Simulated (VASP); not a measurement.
Here is the system:

```xyz
6
Lattice="1.6584 -2.8724 0.0000 1.6584 2.8724 0.0000 0.0000 0.0000 13.6665" Properties=species:S:1:pos:R:3 pbc="T T T"
W      1.6584     0.9575     3.4166
W      1.6584    -0.9575    10.2498
Se     1.6584     0.9575    11.9138
Se     1.6584    -0.9575     5.0805
Se     1.6584    -0.9575     1.7527
Se     1.6584     0.9575     8.5859
```

All values below come from r2SCAN meta-GGA, VASP's PBE PAW potentials (set 64) (plane waves; VASP 6.6.1). Settings: 520 eV cut-off, 9×9×2 Γ-centred mesh, tetrahedra with Blöchl corrections, potentials W_sv Se.

The path is coarsely sampled, so an indirect gap can come out somewhat too large. Unless said otherwise, spin-orbit coupling is left out, though it shifts the bands of the heavy elements here.

Problem. Estimate the energy per atom (σ→0), band gap (over mesh and band path) with the smallest direct gap where there is one.

Solution. 
```json
{
  "band gap (over mesh and band path)": "1.36 eV",
  "smallest direct gap (over mesh and band path)": "1.58 eV",
  "energy per atom (σ→0)": "-27.266 eV/atom"
}
```

Total energies compare only between runs with the same potentials, cut-off and functional.

The compound is WSe2 in the 2H layered structure. It was relaxed first, which changed the volume by +8 %.
